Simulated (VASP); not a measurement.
The system is Bi.

```
Bi
1.0
     2.26750    1.30914    3.93800
    -2.26750    1.30914    3.93800
     0.00000   -2.61828    3.93800
Bi
2
Direct
  0.23400 0.23400 0.23400
  0.76600 0.76600 0.76600
```

| Item | Value |
| --- | --- |
| Program | VASP 6.6.1 |
| Task | relaxation of cell and atoms |
| Functional | PBE |
| Dispersion | D3(BJ) |
| Potentials or basis | VASP PAW PBE potentials, release 64 (Bi_d) |
| Cutoff | 600 eV |
| k mesh | 12 × 12 × 12 |
| Occupations | methfessel-paxton, width 0.1 eV |
| Spin | no spin polarisation |

At the start: pressure 0.1 GPa; volume 35.07 Å³/atom.

Problem. How do energy, volume and symmetry change on relaxing?

Solution. Over 9 steps the energy falls by 4.0 meV/atom and the volume is 34.55 Å³/atom (-1.5 %); space group R-3m (No. 166, to 0.05 Å).

The path:
```csv
step,energy change (eV),largest force (eV/Å),pressure (GPa),volume (Å³)
1,0.0000,0.2271,0.06,70.14
2,-0.0037,0.1219,-0.25,70.27
3,-0.0050,0.0277,-0.54,70.40
4,-0.0072,0.0180,-0.09,69.54
5,-0.0073,0.0134,0.04,69.29
6,-0.0073,0.0127,0.05,69.25
7,-0.0076,0.0086,0.03,69.21
8,-0.0081,0.0107,-0.01,69.10
9,-0.0081,0.0089,-0.02,69.10
```

Final structure:
```cif
data_structure
_symmetry_space_group_name_H-M 'P 1'
_symmetry_Int_Tables_number 1
_cell_length_a 4.6836
_cell_length_b 4.6836
_cell_length_c 4.6836
_cell_angle_alpha 57.873
_cell_angle_beta 57.873
_cell_angle_gamma 57.873
_cell_volume 69.10
loop_
_atom_site_label
_atom_site_type_symbol
_atom_site_fract_x
_atom_site_fract_y
_atom_site_fract_z
_atom_site_occupancy
Bi1 Bi 0.23731 0.23731 0.23731 1
Bi2 Bi 0.76269 0.76269 0.76269 1
```

Caveat: pairwise dispersion overbinds metals, which lowers pressure and volume.
